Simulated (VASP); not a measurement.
## Si2W: relaxation of cell and atoms with PBEsol

The system is Si2W.

```
Si W
1.0
    -1.60737    1.60737    3.90103
     1.60737   -1.60737    3.90103
     1.60737    1.60737   -3.90103
Si W
2 1
Cartesian
  0.0000 0.0000 2.6136
  0.0000 0.0000 5.1885
  0.0000 0.0000 0.0000
```

The cell is a database's computed one.

| Quantity | Value |
| --- | --- |
| Program | VASP 6.6.1 |
| Task | relaxation of cell and atoms |
| Functional | PBEsol |
| Potentials or basis | VASP PAW PBE potentials, release 64 (Si, W_sv) |
| Cutoff | 300 eV |
| k mesh | 18 × 18 × 18 |
| Occupations | gaussian, width 0.1 eV |
| Spin | no spin polarisation |
| Further INCAR settings | ALGO = Normal; EDIFF = 1e-07; IBRION = 2; EDIFFG = -0.005; NSW = 90; ISIF = 3 |

The relaxed volume is 13.35 Å³/atom, the relaxed cell is a = 4.516 Å, b = 4.516 Å, c = 4.516 Å, α = 138.47°, β = 138.47°, γ = 60.18° and the space group after relaxing (to 0.05 Å) is I4/mmm (No. 139). The energy gained by relaxing is 0.8 meV/atom and the ionic steps are 6. The pressure after relaxing is 0.0 GPa. The band gap on the k mesh is none (metal or under the smearing width).

The path:
| step | energy change (eV) | largest force (eV/Å) | pressure (GPa) | volume (Å³) |
| --- | --- | --- | --- | --- |
| 1 | 0.0000 | 0.0719 | -1.33 | 40.32 |
| 2 | 0.0007 | 0.0366 | 2.29 | 39.67 |
| 3 | -0.0022 | 0.0551 | 0.33 | 40.01 |
| 4 | -0.0023 | 0.0097 | -0.31 | 40.10 |
| 5 | -0.0024 | 0.0190 | -0.02 | 40.06 |
| 6 | -0.0024 | 0.0011 | 0.00 | 40.05 |

Final structure:
```xyz
3
Lattice="-1.6009 1.6009 3.9070 1.6009 -1.6009 3.9070 1.6009 1.6009 -3.9070" Properties=species:S:1:pos:R:3 pbc="T T T"
Si    1.6009    1.6009   -1.2934
Si    0.0000    0.0000    5.2003
W     0.0000    0.0000    0.0000
```

Levels at points of the mesh, in eV from the Fermi level:
```tsv
k point	band 9	band 10	band 11	band 12	band 13	band 14
(0.00, 0.00, 0.00)	-2.87	-2.87	0.63	2.83	2.88	3.14
(0.50, 0.00, 0.00)	-2.82	-2.81	-0.45	2.73	2.82	3.97
(0.50, 0.50, 0.00)	-5.06	-3.31	-1.75	2.83	3.00	3.17
(0.50, 0.50, 0.50)	-0.82	-0.82	-0.51	-0.51	0.81	4.53
```

Wall time 9.3 min on 1 thread of AMD EPYC 9R14 (Zen 4), on a shared host, peak memory 0.25 GiB.

Caveat: the cutoff is under 1.25 times the usual one of these potentials, so pressure, stress and relaxed cells hold a basis-set (Pulay) error; the PAW data sets were made with another functional, which shifts forces and pressure a little. Spin-orbit coupling is left out, which matters for the levels of W.
